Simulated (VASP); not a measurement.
These are PBE GGA, VASP's PBE PAW potentials (set 64) (plane waves; VASP) values and carry that method's errors.

The input files of a VASP run:

### POSCAR
```
Ni3Fe
1
    3.4436616479     0.0000000000     0.0000000000
    0.0000000000     3.4436616479     0.0000000000
   -0.0000000000     0.0000000000     3.4436616479
Fe Ni
1 3
Direct
  0.0000000000   0.0000000000   0.0000000000
  0.0000000000   0.5000000000   0.5000000000
  0.5000000000   0.0000000000   0.5000000000
  0.5000000000   0.5000000000   0.0000000000
```

**KPOINTS**
```
Regular mesh
0
gamma
 9 9 9
```

### INCAR
```
ALGO = Normal
EDIFF = 1E-6
EDIFFG = -0.02
ENCUT = 500
GGA = PE
IBRION = 2
ISIF = 3
ISMEAR = 1
ISPIN = 2
LASPH = .TRUE.
LCHARG = .FALSE.
LMAXMIX = 4
LORBIT = 10
LREAL = .FALSE.
LWAVE = .FALSE.
MAGMOM = 2.9 0.6 0.6 0.6
NELM = 100
NSW = 40
PREC = Accurate
PSTRESS = 200
SIGMA = 0.1
SYSTEM = Ni3Fe
```

POTCAR, in this order: Fe Ni (PBE.64 set). Program: vasp_std.

The resulting files:

**OUTCAR**
```
 ion  position               nearest neighbor table
   1  0.000  0.000  0.000-   2 2.44   3 2.44   4 2.44   2 2.44   3 2.44   2 2.44   4 2.44   2 2.44
                             3 2.44   4 2.44   3 2.44   4 2.44
   2  0.000  0.500  0.500-   1 2.44   3 2.44   4 2.44   1 2.44   4 2.44   1 2.44   3 2.44   1 2.44
                             3 2.44   4 2.44   4 2.44   3 2.44
   3  0.500  0.000  0.500-   1 2.44   2 2.44   4 2.44   1 2.44   4 2.44   2 2.44   4 2.44   4 2.44
                             1 2.44   2 2.44   1 2.44   2 2.44
   4  0.500  0.500  0.000-   1 2.44   2 2.44   3 2.44   2 2.44   3 2.44   1 2.44   3 2.44   3 2.44
                             1 2.44   2 2.44   2 2.44   1 2.44
  LATTYP: Found a simple cubic cell.
 ALAT       =     3.4436616479
 Subroutine PRICEL returns:
 Original cell was already a primitive cell.
 Subroutine GETGRP returns: Found 48 space group operations
The static configuration has the point symmetry O_h .
The dynamic configuration has the point symmetry O_h .
The overall configuration has the point symmetry O_h .
 Subroutine INISYM returns: Found 48 space group operations
 Subroutine IBZKPT returns following result:
 Found     35 irreducible k-points:

 Following reciprocal coordinates:
            Coordinates               Weight
  0.000000  0.000000  0.000000      1.000000
  0.111111  0.000000  0.000000      6.000000
  0.222222  0.000000  0.000000      6.000000
  0.333333  0.000000  0.000000      6.000000
  0.444444  0.000000  0.000000      6.000000
  0.111111  0.111111  0.000000     12.000000
  0.222222  0.111111  0.000000     24.000000
  0.333333  0.111111  0.000000     24.000000
  0.444444  0.111111  0.000000     24.000000
  0.222222  0.222222  0.000000     12.000000
  0.333333  0.222222  0.000000     24.000000
  0.444444  0.222222  0.000000     24.000000
  0.333333  0.333333  0.000000     12.000000
  0.444444  0.333333  0.000000     24.000000
  0.444444  0.444444  0.000000     12.000000
  0.111111  0.111111  0.111111      8.000000
  0.222222  0.111111  0.111111     24.000000
  0.333333  0.111111  0.111111     24.000000
  0.444444  0.111111  0.111111     24.000000
  0.222222  0.222222  0.111111     24.000000
  0.333333  0.222222  0.111111     48.000000
  0.444444  0.222222  0.111111     48.000000
  0.333333  0.333333  0.111111     24.000000
  0.444444  0.333333  0.111111     48.000000
  0.444444  0.444444  0.111111     24.000000
  0.222222  0.222222  0.222222      8.000000
  0.333333  0.222222  0.222222     24.000000
  0.444444  0.222222  0.222222     24.000000
  0.333333  0.333333  0.222222     24.000000
  0.444444  0.333333  0.222222     48.000000
  0.444444  0.444444  0.222222     24.000000
  0.333333  0.333333  0.333333      8.000000
  0.444444  0.333333  0.333333     24.000000
  0.444444  0.444444  0.333333     24.000000
  0.444444  0.444444  0.444444      8.000000
   k-points           NKPTS =     35   k-points in BZ     NKDIM =     35   number of bands    NBANDS=     25
   number of dos      NEDOS =    301   number of ions     NIONS =      4
   total plane-waves  NPLWV =  21952
   dimension x,y,z NGX =    28 NGY =   28 NGZ =   28
   dimension x,y,z NGXF=    56 NGYF=   56 NGZF=   56
   ions per type =               1   3
   PREC   = accura    normal or accurate (medium, high low for compatibility)
   ISTART =      0    job   : 0-new  1-cont  2-samecut
   ICHARG =      2    charge: 1-file 2-atom 10-const
   ISPIN  =      2    spin polarized calculation?
   LNONCOLLINEAR =      F non collinear calculations
   LSORBIT =      F    spin-orbit coupling
   INIWAV =      1    electr: 0-lowe 1-rand  2-diag
   ENCUT  =  500.0 eV  36.75 Ry    6.06 a.u.   6.28  6.28  6.28*2*pi/ulx,y,z
   NELM   =    100;   NELMIN=  2; NELMDL= -5     # of ELM steps
   EDIFF  = 0.1E-05   stopping-criterion for ELM
   LREAL  =      F    real-space projection
...
```

### OSZICAR
```
       N       E                     dE             d eps       ncg     rms          rms(c)
DAV:   1     0.239821611798E+03    0.23982E+03   -0.16954E+04  3620   0.211E+03
DAV:   2    -0.147617258775E+02   -0.25458E+03   -0.24623E+03  3550   0.372E+02
DAV:   3    -0.286978829828E+02   -0.13936E+02   -0.13195E+02  3581   0.120E+02
DAV:   4    -0.288948352840E+02   -0.19695E+00   -0.19640E+00  3738   0.151E+01
DAV:   5    -0.289003704753E+02   -0.55352E-02   -0.55342E-02  5019   0.205E+00    0.224E+01
DAV:   6    -0.257224463651E+02    0.31779E+01   -0.35820E+01  3607   0.940E+01    0.156E+01
DAV:   7    -0.280080760397E+02   -0.22856E+01   -0.15526E+01  4028   0.106E+02    0.237E+01
DAV:   8    -0.247603953380E+02    0.32477E+01   -0.12001E+01  4278   0.556E+01    0.493E+00
DAV:   9    -0.248161495531E+02   -0.55754E-01   -0.50022E-01  3977   0.870E+00    0.318E+00
DAV:  10    -0.247856226845E+02    0.30527E-01   -0.73866E-02  4626   0.736E+00    0.137E+00
DAV:  11    -0.247839294217E+02    0.16933E-02   -0.20497E-02  5353   0.177E+00    0.755E-01
DAV:  12    -0.247849870412E+02   -0.10576E-02   -0.34358E-03  4275   0.145E+00    0.192E-01
DAV:  13    -0.247850564363E+02   -0.69395E-04   -0.77869E-04  4609   0.313E-01    0.821E-02
DAV:  14    -0.247850689535E+02   -0.12517E-04   -0.80646E-05  4519   0.198E-01    0.365E-02
DAV:  15    -0.247850663275E+02    0.26261E-05   -0.19501E-05  4925   0.774E-02    0.812E-03
DAV:  16    -0.247850657419E+02    0.58561E-06   -0.19672E-06  2282   0.180E-02
   1 F= -.19687289E+02 E0= -.19687731E+02  d E =-.196873E+02  mag=     4.4696
```

OUTCAR:
```
------------------------ aborting loop because EDIFF is reached ----------------------------------------
  FORCE on cell =-STRESS in cart. coord.  units (eV):
  Direction    XX          YY          ZZ          XY          YZ          ZX
  --------------------------------------------------------------------------------------
  Total        5.0577565      5.0577565      5.0577565     -0.0000000      0.0000000     -0.0000000
  in kB      198.4298819    198.4298819    198.4298819     -0.0000000      0.0000000     -0.0000000
  external PRESSURE =      -1.5701181 kB  Pullay stress =     200.0000000 kB
  volume of cell :       40.84
      direct lattice vectors                 reciprocal lattice vectors
     3.443661648  0.000000000  0.000000000     0.290388575  0.000000000  0.000000000
     0.000000000  3.443661648  0.000000000     0.000000000  0.290388575  0.000000000
     0.000000000  0.000000000  3.443661648     0.000000000  0.000000000  0.290388575
 POSITION                                       TOTAL-FORCE (eV/Angst)
 -----------------------------------------------------------------------------------
      0.00000      0.00000      0.00000         0.000000      0.000000      0.000000
      0.00000      1.72183      1.72183         0.000000      0.000000      0.000000
      1.72183      0.00000      1.72183         0.000000      0.000000      0.000000
      1.72183      1.72183      0.00000         0.000000      0.000000      0.000000
 -----------------------------------------------------------------------------------
    total drift:                                0.000000      0.000000      0.000000
  FREE ENERGIE OF THE ION-ELECTRON SYSTEM (eV)
  ---------------------------------------------------
  free  energy   TOTEN  =       -24.7850657419 eV

  energy  without entropy=      -24.7863916318  energy(sigma->0) =      -24.78550771
  enthalpy is  TOTEN    =       -19.6872887254 eV   P V=        5.0977770165

 total charge

# of ion       s       p       d       tot
------------------------------------------
    1        0.509   0.574   6.194   7.278
    2        0.542   0.590   8.373   9.504
    3        0.542   0.590   8.373   9.504
    4        0.542   0.590   8.373   9.504
--------------------------------------------------
tot          2.134   2.343  31.314  35.791

 magnetization (x)

# of ion       s       p       d       tot
------------------------------------------
    1        0.010  -0.001   2.763   2.772
    2       -0.016  -0.047   0.626   0.564
    3       -0.016  -0.047   0.626   0.564
    4       -0.016  -0.047   0.626   0.564
--------------------------------------------------
tot         -0.039  -0.140   4.643   4.463

 reached required accuracy - stopping structural energy minimisation
```
(Selected blocks of OUTCAR.)

The compound is Ni3Fe in the L1_2 structure. It was relaxed first under an external pressure of 20 GPa.
